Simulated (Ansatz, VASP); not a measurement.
**One calculation of ScAl2As3, two programs**

```xyz
6
Lattice="3.8217 0.0000 0.0000 0.0000 3.8217 0.0000 0.0000 0.0000 7.7302" Properties=species:S:1:pos:R:3 pbc="T T T"
Sc    1.9109    1.9109    0.0000
Al    1.9109    0.0000    5.1869
Al    0.0000    1.9109    2.5433
As    1.9109    0.0000    2.5590
As    0.0000    1.9109    5.1712
As    0.0000    0.0000    0.0000
```

Change from the starting cell: species swapped into the Zr2Sb3Pd type (P-4m2, No. 115).

Alike in both runs: functional PBE; k mesh 4 × 4 × 2; occupations gaussian, width 0.1 eV; no spin polarisation.

Ansatz relaxed the structure, and its values are those at the end. VASP's run is a single point on that final structure, the one shown.

|  | VASP | Ansatz |
| --- | --- | --- |
| version | VASP 6.6.1 | Ansatz 0.2.0 |
| potentials or method | VASP PAW PBE potentials, release 64 (Sc_sv, Al, As) | scalar-relativistic, plane waves, PAW |
| plane-wave cutoff (eV) | 520 | 420 |
| valence electrons in the cell | 32 | 62 |

```csv
,VASP,Ansatz,Ansatz less VASP
gap on the k mesh at the Fermi level (eV),none,none,-
pressure (GPa),0.3,0.2,-0.19
rms of the force components (eV/Å),0.005,0.006,+0.0004
```

A gap of «none» marks a metal or a gap that the smearing closes. With one functional, cell and mesh, what is left measures potentials, basis and numerics. The two sets of potentials don't hold the same shells in valence.

Caveats: the k mesh is coarse (spacing up to 0.41 Å⁻¹), so the values aren't converged.
